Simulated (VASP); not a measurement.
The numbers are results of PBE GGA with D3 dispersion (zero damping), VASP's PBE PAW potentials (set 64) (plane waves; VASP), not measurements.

Input for VASP

File KPOINTS:
```
K-points
0
Gamma
8 8 8
0 0 0
```

### INCAR
```
! general
SYSTEM =TiO2
PREC   =Accurate
ENCUT  =520
LREAL  =.FALSE.
LASPH  =.TRUE.

! electronic loop
EDIFF  =1E-7
NELM   =100
ALGO   =Normal
LMAXMIX=4

! smearing
ISMEAR =0
SIGMA  =0.05

! functional
GGA    =PE
IVDW   =11

! ions
IBRION =2
NSW    =30
ISIF   =4
EDIFFG =-0.01

! output
LWAVE  =.FALSE.
LCHARG =.FALSE.
```

File POSCAR:
```
TiO2
1
   -1.9005252268     1.9005252268     4.7837407087
    1.9005252268    -1.9005252268     4.7837407087
    1.9005252268     1.9005252268    -4.7837407087
Ti O
2 4
Direct
  0.7500000000   0.2500000000   0.5000000000
  0.0000000000   0.0000000000   0.0000000000
  0.5416770739   0.0416770739   0.5000000000
  0.7916770739   0.7916770739   0.0000000000
  0.2083229261   0.2083229261   0.0000000000
  0.9583229261   0.4583229261   0.5000000000
```

POTCAR, in this order: Ti_sv O (PBE.64 set). Program: vasp_std.

Output of the run:

**OUTCAR**
```
 ion  position               nearest neighbor table
   1  0.750  0.250  0.500-   4 1.94   5 1.94   4 1.94   5 1.94   3 1.99   6 1.99
   2  0.000  0.000  0.000-   3 1.94   6 1.94   3 1.94   6 1.94   5 1.99   4 1.99
   3  0.542  0.042  0.500-   2 1.94   2 1.94   1 1.99
   4  0.792  0.792  0.000-   1 1.94   1 1.94   2 1.99
   5  0.208  0.208  0.000-   1 1.94   1 1.94   2 1.99
   6  0.958  0.458  0.500-   2 1.94   2 1.94   1 1.99
  LATTYP: Found a body centered tetragonal cell.
 ALAT       =     3.8010504536
 C/A-ratio  =     2.5170624632
 Subroutine PRICEL returns:
 Original cell was already a primitive cell.
 Subroutine GETGRP returns: Found 16 space group operations
The static configuration has the point symmetry D_2d.
 The point group associated with its full space group is D_4h.
The dynamic configuration has the point symmetry D_2d.
 Subroutine INISYM returns: Found 16 space group operations
 Subroutine IBZKPT returns following result:
 Found     59 irreducible k-points:

 Following reciprocal coordinates:
            Coordinates               Weight
  0.000000  0.000000  0.000000      1.000000
  0.125000  0.000000  0.000000      8.000000
  0.250000  0.000000  0.000000      8.000000
...
```

File OSZICAR:
```
       N       E                     dE             d eps       ncg     rms          rms(c)
DAV:   1     0.687503918768E+03    0.68750E+03   -0.25089E+04  3304   0.199E+03
DAV:   2     0.449283288577E+02   -0.64258E+03   -0.62267E+03  3700   0.576E+02
DAV:   3    -0.659092761471E+02   -0.11084E+03   -0.10830E+03  5020   0.215E+02
DAV:   4    -0.709473179007E+02   -0.50380E+01   -0.50328E+01  4616   0.485E+01
DAV:   5    -0.711772433666E+02   -0.22993E+00   -0.22987E+00  4648   0.823E+00    0.325E+01
DAV:   6    -0.543661089249E+02    0.16811E+02   -0.12061E+02  4232   0.104E+02    0.121E+01
DAV:   7    -0.539318353689E+02    0.43427E+00   -0.17417E+01  4332   0.329E+01    0.794E+00
DAV:   8    -0.540020595371E+02   -0.70224E-01   -0.39918E+00  4228   0.188E+01    0.389E+00
DAV:   9    -0.538453890655E+02    0.15667E+00   -0.14807E+00  4468   0.107E+01    0.104E+00
DAV:  10    -0.538563452596E+02   -0.10956E-01   -0.10969E-01  3932   0.251E+00    0.388E-01
DAV:  11    -0.538538272993E+02    0.25180E-02   -0.18648E-02  3976   0.914E-01    0.646E-02
DAV:  12    -0.538540589939E+02   -0.23169E-03   -0.17396E-03  4496   0.407E-01    0.120E-01
DAV:  13    -0.538539202057E+02    0.13879E-03   -0.77570E-04  4568   0.244E-01    0.163E-02
DAV:  14    -0.538539258894E+02   -0.56837E-05   -0.46267E-05  4788   0.528E-02    0.109E-02
DAV:  15    -0.538539255813E+02    0.30812E-06   -0.10897E-05  4892   0.322E-02    0.396E-03
DAV:  16    -0.538539256860E+02   -0.10469E-06   -0.15685E-06  4648   0.126E-02    0.159E-03
DAV:  17    -0.538539257596E+02   -0.73645E-07   -0.11404E-07  2280   0.303E-03
   1 F= -.54851756E+02 E0= -.54851756E+02  d E =-.548518E+02
```

**OUTCAR**
```
------------------------ aborting loop because EDIFF is reached ----------------------------------------
 Edisp (eV)   -0.99783
  FORCE on cell =-STRESS in cart. coord.  units (eV):
  Direction    XX          YY          ZZ          XY          YZ          ZX
  --------------------------------------------------------------------------------------
  Total       0.00040     0.00040     0.04166     0.00000    -0.00000     0.00000
  in kB       0.00920     0.00920     0.96573     0.00000    -0.00000     0.00000
  external pressure =        0.33 kB  Pullay stress =        0.00 kB
  volume of cell :       69.12
      direct lattice vectors                 reciprocal lattice vectors
    -1.900525227  1.900525227  4.783740709     0.000000000  0.263085169  0.104520715
     1.900525227 -1.900525227  4.783740709     0.263085169  0.000000000  0.104520715
     1.900525227  1.900525227 -4.783740709     0.263085169  0.263085169  0.000000000
 POSITION                                       TOTAL-FORCE (eV/Angst)
 -----------------------------------------------------------------------------------
      0.00000      1.90053      2.39187         0.000000      0.000000     -0.000000
      0.00000      0.00000      0.00000         0.000000      0.000000     -0.000000
      0.00000      1.90053      0.39874         0.000000     -0.000000     -0.002472
      0.00000      0.00000      7.57436        -0.000000      0.000000     -0.002472
      0.00000      0.00000      1.99313        -0.000000      0.000000      0.002472
      0.00000      1.90053      4.38500         0.000000     -0.000000      0.002472
 -----------------------------------------------------------------------------------
    total drift:                               -0.000000      0.000000     -0.000000
  FREE ENERGIE OF THE ION-ELECTRON SYSTEM (eV)
  ---------------------------------------------------
  free  energy   TOTEN  =       -54.8517563922 eV

  energy  without entropy=      -54.8517563922  energy(sigma->0) =      -54.85175639

 reached required accuracy - stopping structural energy minimisation
```
(Selected blocks of OUTCAR.)

The compound is TiO2 in the anatase structure, one of several forms; rutile is the usual stable one. It was relaxed first.
